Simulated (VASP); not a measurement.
```
Ir
1.0
    0.00000     1.90658     1.90658
    1.90658     0.00000     1.90658
    1.90658     1.90658     0.00000
Ir
1
Direct
  0.00000   0.00000   0.00000
```

The numbers are results of r2SCAN meta-GGA, VASP's PBE PAW potentials (set 64) (plane waves; VASP), not measurements. Run with 520 eV cut-off, 16×16×16 Γ-centred mesh, first-order Methfessel-Paxton smearing of 0.10 eV, potentials Ir.

Problem. Give the stress tensor in GPa (positive for a compressed cell).

Solution. 
```
12.86   0.00   0.00
 0.00  12.86   0.00
 0.00   0.00  12.86
```
The pressure is its mean diagonal, 12.86 GPa.

The compound is Ir in the fcc structure. This cell is one point of a volume scan, at 0.97 of the reference volume.
